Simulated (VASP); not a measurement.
Method: LDA (Ceperley-Alder, Perdew-Zunger), VASP's LDA PAW potentials (set 64) (plane waves; VASP).

VASP ran on this input.

**KPOINTS**
```
k-points along high-symmetry lines
15
Line-mode
Reciprocal
  0.000000   0.000000   0.000000 ! GAMMA
 -0.500000  -0.500000   0.000000 ! X

 -0.500000  -0.500000   0.000000 ! X
 -0.375000  -0.375000   0.250000 ! U

 -0.375000  -0.000000   0.375000 ! K
  0.000000   0.000000   0.000000 ! GAMMA

  0.000000   0.000000   0.000000 ! GAMMA
 -0.000000  -0.000000   0.500000 ! L

 -0.000000  -0.000000   0.500000 ! L
 -0.500000  -0.250000   0.250000 ! W

 -0.500000  -0.250000   0.250000 ! W
 -0.500000  -0.500000   0.000000 ! X
```

### INCAR
```
SYSTEM = CuI
PREC = Accurate
ENCUT = 520
EDIFF = 1E-7
NELM = 100
ALGO = Normal
LREAL = .FALSE.
LASPH = .TRUE.
ISMEAR = 0
SIGMA = 0.05
LMAXMIX = 4
LWAVE = .FALSE.
LCHARG = .FALSE.
LORBIT = 11
ICHARG = 11
```

POSCAR:
```
CuI
4.1484310
  0.0000000000   0.7071068308   0.7071068308
  0.7071068308   0.0000000000   0.7071068308
  0.7071068308   0.7071068308   0.0000000000
Cu I
1 1
Cart
  0.0000000000   0.0000000000   0.0000000000
  0.3535534154   0.3535534154   0.3535534154
```

POTCAR, in this order: Cu I (LDA.64 set). Program: vasp_std. Read from the step before: CHGCAR.

What VASP printed:

OUTCAR:
```
 ion  position               nearest neighbor table
   1  0.000  0.000  0.000-   2 2.54   2 2.54   2 2.54   2 2.54
   2  0.250  0.250  0.250-   1 2.54   1 2.54   1 2.54   1 2.54
  LATTYP: Found a face centered cubic cell.
 ALAT       =     5.8667677944
 Subroutine PRICEL returns:
 Original cell was already a primitive cell.
 Subroutine GETGRP returns: Found 24 space group operations
The static configuration has the point symmetry T_d .
The dynamic configuration has the point symmetry T_d .
 Subroutine INISYM returns: Found 24 space group operations
   k-points           NKPTS =     90   k-points in BZ     NKDIM =     90   number of bands    NBANDS=     13
   number of dos      NEDOS =    301   number of ions     NIONS =      2
   total plane-waves  NPLWV =  32768
   dimension x,y,z NGX =    32 NGY =   32 NGZ =   32
   dimension x,y,z NGXF=    64 NGYF=   64 NGZF=   64
   ions per type =               1   1
   PREC   = accura    normal or accurate (medium, high low for compatibility)
   ISTART =      0    job   : 0-new  1-cont  2-samecut
   ICHARG =     11    charge: 1-file 2-atom 10-const
   ISPIN  =      1    spin polarized calculation?
   LNONCOLLINEAR =      F non collinear calculations
   LSORBIT =      F    spin-orbit coupling
   INIWAV =      1    electr: 0-lowe 1-rand  2-diag
   ENCUT  =  520.0 eV  38.22 Ry    6.18 a.u.   7.71  7.71  7.71*2*pi/ulx,y,z
   NELM   =    100;   NELMIN=  2; NELMDL= -5     # of ELM steps
   EDIFF  = 0.1E-06   stopping-criterion for ELM
   LREAL  =      F    real-space projection
   NLSPLINE    = F    spline interpolate recip. space projectors
   LMAXMIX     =    4 max onsite mixed and CHGCAR
   VOSKOWN=      0    Vosko Wilk Nusair interpolation
   EDIFFG = 0.1E-05   stopping-criterion for IOM
   NSW    =      0    number of steps for IOM
   NBLOCK =      1;   KBLOCK =      1    inner block; outer block
   IBRION =     -1    ionic relax: 0-MD 1-quasi-New 2-CG
   NFREE  =      0    steps in history (QN), initial steepest desc. (CG)
   ISIF   =      2    stress and relaxation
   ISYM   =      2    0-nonsym 1-usesym 2-fastsym
   TEIN   =    0.0    initial temperature
   TEBEG  =    0.0;   TEEND  =   0.0 temperature during run
...
```

**OSZICAR**
```
       N       E                     dE             d eps       ncg     rms          rms(c)
DAV:   1     0.106916544365E+03    0.10692E+03   -0.81516E+03  2340   0.155E+03
DAV:   2     0.265822834350E+01   -0.10426E+03   -0.98374E+02  2370   0.279E+02
DAV:   3    -0.579338511730E+01   -0.84516E+01   -0.82712E+01  3185   0.872E+01
DAV:   4    -0.606250727319E+01   -0.26912E+00   -0.26893E+00  2943   0.141E+01
DAV:   5    -0.607024231112E+01   -0.77350E-02   -0.77347E-02  3292   0.247E+00
DAV:   6    -0.607047689418E+01   -0.23458E-03   -0.23458E-03  3191   0.389E-01
DAV:   7    -0.607047965720E+01   -0.27630E-05   -0.27630E-05  3347   0.392E-02
DAV:   8    -0.607047970600E+01   -0.48800E-07   -0.48810E-07  2922   0.491E-03
   1 F= -.60704797E+01 E0= -.60704797E+01  d E =-.106852E-17
```

File OUTCAR:
```
 val. band max:        5.3118421985   @ k =   0.0000   0.0000   0.0000

 cond. band min:       6.5896023640   @ k =   0.0000   0.0000   0.0000



 k-point     1 :       0.0000    0.0000    0.0000
  band No.  band energies     occupation
      1      -9.2357      2.00000
      2       1.1924      2.00000
      3       1.1924      2.00000
      4       1.1924      2.00000
      5       2.9440      2.00000
      6       2.9440      2.00000
      7       5.3118      2.00000
      8       5.3118      2.00000
      9       5.3118      2.00000
     10       6.5896      0.00000
     11      10.0653      0.00000
     12      10.0653      0.00000
     13      10.0653      0.00000

 k-point     2 :      -0.0357   -0.0357    0.0000
  band No.  band energies     occupation
      1      -9.2255      2.00000
      2       1.1635      2.00000
      3       1.1918      2.00000
      4       1.1918      2.00000
      5       2.9407      2.00000
      6       2.9452      2.00000
      7       5.2084      2.00000
      8       5.2744      2.00000
      9       5.2744      2.00000
     10       6.7350      0.00000
     11       9.9855      0.00000
     12      10.1239      0.00000
     13      10.1239      0.00000

 k-point     3 :      -0.0714   -0.0714    0.0000
  band No.  band energies     occupation
      1      -9.1952      2.00000
      2       1.0789      2.00000
      3       1.1901      2.00000
      4       1.1901      2.00000
      5       2.9308      2.00000
      6       2.9488      2.00000
      7       4.9858      2.00000
      8       5.1684      2.00000
      9       5.1684      2.00000
     10       7.0778      0.00000
     11       9.7763      0.00000
     12      10.2932      0.00000
     13      10.2932      0.00000

 k-point     4 :      -0.1071   -0.1071    0.0000
  band No.  band energies     occupation
      1      -9.1457      2.00000
      2       0.9444      2.00000
      3       1.1874      2.00000
      4       1.1874      2.00000
...
```

The density is held fixed in this step, so its total energy and stress have no physical meaning. Unless said otherwise, spin-orbit coupling is left out, though it shifts the bands of the heavy elements here.

The compound is CuI in the zinc blende structure. It was relaxed first, which changed the volume by -9 %.
